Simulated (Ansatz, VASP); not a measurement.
## K2RbCoF6 in two plane-wave programs

Aim: how closely do two programs agree when they are given the same cell, functional and k mesh? The cell is taken from a series of runs on this material, whose earlier steps may have relaxed, scaled, displaced or heated it; both programs get it as it stands.

Calculated with Ansatz 0.2.0; plane waves, with VASP 6.6.1 beside it; G0W0 gap at PBE, DFT+U.

In doubt: one-shot GW on d or f shells is unsure (step 3), so the values of those runs are not to be relied on.

### 1. The starting structure

Symmetry: Fm-3m, No. 225, cubic system. The conventional cell has a = 8.955 Å, b = 8.955 Å, c = 8.955 Å, α = 90.00°, β = 90.00°, γ = 90.00°. Nearest to K lie 12 F at 3.19 Å. Rb has 6 F at 2.61 Å nearest. Nearest to Co lie 6 F at 1.87 Å. Nearest to F lie 1 Co at 1.87 Å and 1 Rb at 2.61 Å and 4 K at 3.19 Å. Farther neighbours and most contacts between anions are not listed.

Structure file:

```xyz
10
Lattice="0.0000 4.4774 4.4774 4.4774 0.0000 4.4774 4.4774 4.4774 0.0000" Properties=species:S:1:pos:R:3 pbc="T T T"
K     6.7161    6.7161    6.7161
K     2.2387    2.2387    2.2387
Rb    4.4774    4.4774    4.4774
Co    0.0000    0.0000    0.0000
F     1.8692    4.4774    4.4774
F     4.4774    4.4774    1.8692
F     7.0855    4.4774    4.4774
F     4.4774    1.8692    4.4774
F     4.4774    7.0855    4.4774
F     4.4774    4.4774    7.0855
```

### 2. VASP: G0W0 gap, PBE, DFT+U

Quasiparticle shifts depend on high empty states and on the cores, so they are the hardest test of two PAW sets.

Lines of VASP's logs that name or quote its potential files are left out, and so is its time.

The run reads the wave functions of an earlier VASP run, which isn't shown here.

File INCAR:

```
SYSTEM = K2RbCoF6
PREC = Accurate
ENCUT = 520
ISMEAR = 0
SIGMA = 0.01
LREAL = .FALSE.
GGA = PE
NBANDS = 791
LASPH = .TRUE.
LMAXMIX = 4
ALGO = EVGW0
NELMGW = 1
ENCUTGW = 150
NOMEGA = 64
PRECFOCK = Fast
NBANDSGW = 51
LWAVE = .FALSE.
LCHARG = .FALSE.
```

File POSCAR:

```
K2RbCoF6
1.0
    0.0000000000      4.4773684629      4.4773684629
    4.4773684629      0.0000000000      4.4773684629
    4.4773684629      4.4773684629      0.0000000000
K Rb Co F
2 1 1 6
Direct
    0.7500000000      0.7500000000      0.7500000000
    0.2500000000      0.2500000000      0.2500000000
    0.5000000000      0.5000000000      0.5000000000
    0.0000000000      0.0000000000      0.0000000000
    0.7912580000      0.2087420000      0.2087420000
    0.2087420000      0.2087420000      0.7912580000
    0.2087420000      0.7912580000      0.7912580000
    0.2087420000      0.7912580000      0.2087420000
    0.7912580000      0.2087420000      0.7912580000
    0.7912580000      0.7912580000      0.2087420000
```

File KPOINTS:

```
Automatic mesh
0
Gamma
2 2 2
0 0 0
```

The projector-augmented-wave data sets are K_sv_GW, Rb_sv_GW, Co_sv_GW and F_GW (PBE family, release 64).

On the command line:

```console
$ export OMP_NUM_THREADS=4
$ mpirun -np 1 vasp_std
```

Numbers of over 12 decimals in the logs are rounded to 6 here.

What it wrote:

```text
[banner, memory and clock lines left out]
running    1 mpi-ranks, on    1 nodes
 distrk:  each k-point on    1 cores,    1 groups
 distr:  one band on    1 cores,    1 groups
 Offloading initialized ...    1 GPUs detected
 POSCAR found type information on POSCAR K RbCoF
 POSCAR found :  4 types and      10 ions
|                                                                             |
|           W    W    AA    RRRRR   N    N  II  N    N   GGGG   !!!           |
|           W    W   A  A   R    R  NN   N  II  NN   N  G    G  !!!           |
|           W    W  A    A  R    R  N N  N  II  N N  N  G       !!!           |
|           W WW W  AAAAAA  RRRRR   N  N N  II  N  N N  G  GGG   !            |
|           WW  WW  A    A  R   R   N   NN  II  N   NN  G    G                |
|           W    W  A    A  R    R  N    N  II  N    N   GGGG   !!!           |
|                                                                             |
|     The default for ENCUTGWSOFT is different in this version of VASP.       |
|     please manually set ENCUTGWSOFT =150 in the INCAR file.                 |
|                                                                             |

 LDA part: xc-table for (Slater+PW92), standard interpolation
 found WAVECAR, reading the header
 POSCAR, INCAR and KPOINTS ok, starting setup
 FFT: planning ... GRIDC
 FFT: planning ... GRID_SOFT
 FFT: planning ... GRID
 reading WAVECAR
 the WAVECAR file was read successfully
 initial charge from wavefunction
 available memory per node:   1628.91 GB, setting MAXMEM to   1668007

 The Fermi energy was updated, please check that it is located mid-gap
 values below the HOMO (VB) or above the LUMO (CB) will cause erroneous energies
 E-fermi :   1.7351

 calculate exact exchange contribution
 the WAVEDER file was read successfully
energies w=
    0.000    0.000    1.337    0.000    2.672    0.000    4.001    0.000
    5.321    0.000    6.632    0.000    7.929    0.000    9.213    0.000
   10.482    0.000   11.734    0.000   12.970    0.000   14.189    0.000
   15.392    0.000   16.579    0.000   17.751    0.000   18.910    0.000
   20.056    0.000   21.191    0.000   22.317    0.000   23.436    0.000
   24.549    0.000   25.659    0.000   26.767    0.000   27.877    0.000
   28.990    0.000   30.109    0.000   31.236    0.000   32.376    0.000
   33.530    0.000   34.702    0.000   35.896    0.000   37.115    0.000
   38.364    0.000   39.646    0.000   40.968    0.000   42.334    0.000
   43.751    0.000   45.226    0.000   46.766    0.000   48.380    0.000
   50.079    0.000   51.873    0.000   53.776    0.000   55.804    0.000
   57.974    0.000   60.308    0.000   62.832    0.000   65.573    0.000
   68.571    0.000   71.867    0.000   75.517    0.000   79.587    0.000
   84.162    0.000   89.349    0.000   95.287    0.000  102.158    0.000
  110.207    0.000  119.769    0.000  131.319    0.000  145.544    0.000
  163.489    0.000  186.816    0.000  218.336    0.000  263.221    0.000
 responsefunction array rank=     754
 LDA part: xc-table for (Slater+PW92), standard interpolation

 min. memory requirement per mpi rank   1895.3 MB, per node   1895.3 MB

 allocating  64 responsefunctions rank=   754
 shmem allocating  64 responsefunctions rank=   754
 response function shared by NCSHMEM nodes    1
 Doing            64  frequencies on each core in blocks of            64
NQ=   1    0.0000    0.0000    0.0000,
|.........|.........|.........|.........|.........|.........|.........|.........
 performed        756000 updates of chi_q(r,r)
 total number of BLAS operations       3181.80 Gflops
NQ=   2    0.5000    0.0000    0.0000,
|.........|.........|.........|.........|.........|.........|.........|.........
 performed       1916000 updates of chi_q(r,r)
 total number of BLAS operations       8457.99 Gflops
NQ=   3    0.5000    0.5000    0.0000,
|.........|.........|.........|.........|.........|.........|.........|.........
 performed       2995000 updates of chi_q(r,r)
 total number of BLAS operations      13186.62 Gflops
 resolving degeneracies of screened two electron integrals

 calculate QP shifts <psi_nk| G(iteration)W_0 |psi_nk>: iteration 1
 entering main loop
```

From OUTCAR (step 2):

```text
ion  position               nearest neighbor table
   1  0.750  0.750  0.750-
   2  0.250  0.250  0.250-
   3  0.500  0.500  0.500-   5 2.61   6 2.61   7 2.61   8 2.61   9 2.61  10 2.61
   4  0.000  0.000  0.000-   5 1.87   6 1.87   7 1.87   8 1.87   9 1.87  10 1.87
   5  0.791  0.209  0.209-   4 1.87   3 2.61
   6  0.209  0.209  0.791-   4 1.87   3 2.61
   7  0.209  0.791  0.791-   4 1.87   3 2.61
   8  0.209  0.791  0.209-   4 1.87   3 2.61
   9  0.791  0.209  0.791-   4 1.87   3 2.61
  10  0.791  0.791  0.209-   4 1.87   3 2.61

  LATTYP: Found a face centered cubic cell.
 ALAT       =     8.9547369258

 Subroutine GETGRP returns: Found 48 space group operations
 (whereof 48 operations were pure point group operations)

The static configuration has the point symmetry O_h .

 Found      3 irreducible k-points:

   k-points           NKPTS =      3   k-points in BZ     NKDIM =      8   number of bands    NBANDS=    791

   dimension x,y,z NGX =    48 NGY =   48 NGZ =   48
   dimension x,y,z NGXF=    96 NGYF=   96 NGZF=   96

   ENCUT  =  520.0 eV  38.22 Ry    6.18 a.u.  11.77 11.77 11.77*2*pi/ulx,y,z

   NELECT =      86.0000    total number of electrons

  energy-cutoff  :      520.00
  volume of cell :      179.51
      direct lattice vectors                 reciprocal lattice vectors
     0.000000000  4.477368463  4.477368463    -0.111672739  0.111672739  0.111672739
     4.477368463  0.000000000  4.477368463     0.111672739 -0.111672739  0.111672739
     4.477368463  4.477368463  0.000000000     0.111672739  0.111672739 -0.111672739

 k-points in reciprocal lattice and weights: Automatic mesh
   0.00000000  0.00000000  0.00000000       0.125
   0.50000000  0.00000000  0.00000000       0.500
   0.50000000  0.50000000  0.00000000       0.375

 E-fermi :   1.7351

 QP shifts <psi_nk| G(iteration)W_0 |psi_nk>: iteration 1
 for sc-GW calculations column KS-energies equals QP-energies in previous step
 and V_xc(KS)=  KS-energies - (<T + V_ion + V_H > + <T+V_H+V_ion>^1  + <V_x>^1)
 k-point   1 :       0.0000    0.0000    0.0000
  band No.  KS-energies  QP-energies   sigma(KS)   V_xc(KS)     V^pw_x(r,r')   Z            occupation Imag(sigma)
    ...
     40      -1.1128      -3.2507     -25.4047     -22.5907     -30.6449       0.7597       2.0000       0.4758
     41       0.0692      -0.8421     -29.7027     -28.4447     -36.6392       0.7244       2.0000       0.5783
     42       0.0692      -0.8421     -29.7027     -28.4447     -36.6392       0.7244       2.0000       0.5783
     43       0.0692      -0.8421     -29.7027     -28.4447     -36.6392       0.7244       2.0000       0.5783
     44       3.3495       5.6173     -24.0223     -27.1094     -18.5946       0.7346       0.0000      -0.4565
     45       3.3495       5.6173     -24.0223     -27.1094     -18.5946       0.7346       0.0000      -0.4565
     46       5.0314       6.0436      -6.5824      -7.7359      -3.6953       0.8776       0.0000      -0.2000
     47       8.0159       9.8624      -6.8740      -8.9885      -3.9798       0.8733       0.0000      -0.2211
    ...

 k-point   2 :       0.5000    0.0000    0.0000
  band No.  KS-energies  QP-energies   sigma(KS)   V_xc(KS)     V^pw_x(r,r')   Z            occupation Imag(sigma)
    ...
     40      -1.1780      -3.3300     -25.2478     -22.4134     -30.4706       0.7593       2.0000       0.4780
     41       0.1076      -0.8111     -29.7760     -28.5115     -36.7070       0.7266       2.0000       0.5741
     42       0.1354      -0.7948     -29.8688     -28.5958     -36.8060       0.7307       2.0000       0.5717
     43       0.1354      -0.7948     -29.8688     -28.5958     -36.8060       0.7307       2.0000       0.5717
     44       3.4964       5.7430     -24.3578     -27.4597     -19.0168       0.7242       0.0000      -0.4651
     45       3.4964       5.7430     -24.3578     -27.4597     -19.0168       0.7242       0.0000      -0.4651
     46       6.8366       8.0442      -7.7986      -9.1930      -5.0601       0.8660       0.0000      -0.2154
     47       7.0421       8.2416      -7.3188      -8.6974      -4.4318       0.8701       0.0000      -0.2164
    ...

 k-point   3 :       0.5000    0.5000    0.0000
  band No.  KS-energies  QP-energies   sigma(KS)   V_xc(KS)     V^pw_x(r,r')   Z            occupation Imag(sigma)
    ...
     40      -1.1201      -3.2574     -25.3728     -22.5581     -30.6054       0.7593       2.0000       0.4757
     41       0.0267      -0.8633     -29.5758     -28.3445     -36.5192       0.7228       2.0000       0.5838
     42       0.1807      -0.7627     -29.9795     -28.6949     -36.9141       0.7344       2.0000       0.5678
     43       0.1807      -0.7627     -29.9795     -28.6949     -36.9141       0.7344       2.0000       0.5678
     44       3.2895       5.5310     -23.6129     -26.6475     -18.1764       0.7386       0.0000      -0.4508
     45       3.3596       5.6230     -24.1053     -27.2010     -18.6703       0.7311       0.0000      -0.4582
     46       7.1102       8.4163      -7.7361      -9.2432      -5.0369       0.8666       0.0000      -0.2133
     47       7.6483       9.1070      -8.1795      -9.8729      -5.4997       0.8614       0.0000      -0.2169
    ...
```

This run has no spin polarisation, so a moment on Co, if there is one, isn't seen.

(Continued in part 2 of 2.)

[Lines on the potential files, build, host, timing and source positions are cut from VASP's logs without a mark.]

[Logs are printed without paths, hosts, clocks, repeated set-up lines and the standing remarks that a program may print on its own settings, such as how far it seeks lower states.]

[Hosts, paths, dates, database ids (printed as entryN), source tags and the programs' standing remarks are cut or masked in the printed files.]
